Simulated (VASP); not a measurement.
Consider the following.

```xyz
4
Lattice="1.6250 -2.8146 0.0000 1.6250 2.8146 0.0000 0.0000 0.0000 5.2100" Properties=species:S:1:pos:R:3 pbc="T T T"
Zn     1.6250    -0.9382     2.6050
Zn     1.6250     0.9382     0.0000
O      1.6250    -0.9382     4.5952
O      1.6250     0.9382     1.9902
```
Cell charge +0.1.

All values below come from PBE GGA, VASP's PBE PAW potentials (set 64) (plane waves; VASP 6.6.1). Numerical set-up: NELECT = 35.9, 520 eV cut-off, 8×8×5 Γ-centred mesh, Gaussian smearing of 0.050 eV, potentials Zn O.

The cell is charged, with a uniform compensating background.

Q: Predict the energy per atom (σ→0), pressure, band gap (on the k-mesh) with the smallest direct gap where there is one.

A: 
```yaml
band gap (on the k-mesh): none (metal, semimetal or under 0.01 eV)
energy per atom (σ→0): -4.483 eV/atom
pressure: 27.8 kbar
```

The compound is ZnO in the wurtzite structure. The cell was not relaxed at this level. The run is one of a series of settings (NELECT = 35.9 against the base run), some of them coarse on purpose.
